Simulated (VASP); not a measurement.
```
HfO2
1.0
    0.00000     2.48731     2.48731
    2.48731     0.00000     2.48731
    2.48731     2.48731     0.00000
Hf O
1 2
Cartesian
  0.00000   0.00000   0.00000
  1.24366   1.24366   1.24366
  3.73097   3.73097   3.73097
```

Level of theory: r2SCAN+rVV10, VASP's PBE PAW potentials (set 64) (plane waves; VASP 6.6.1). Numerical set-up: 520 eV cut-off, 8×8×8 Γ-centred mesh, Gaussian smearing of 0.050 eV, potentials Hf_pv O.

Q: Give the stress tensor in GPa (positive for a compressed cell).

A: 
```
9.10  0.00  0.00
0.00  9.10  0.00
0.00  0.00  9.10
```
The pressure is its mean diagonal, 9.10 GPa.

The compound is HfO2 in the fluorite structure, the high-temperature cubic form, which is unstable at 0 K; the monoclinic form is the stable one. This cell is one point of a volume scan, at 0.97 of the reference volume.
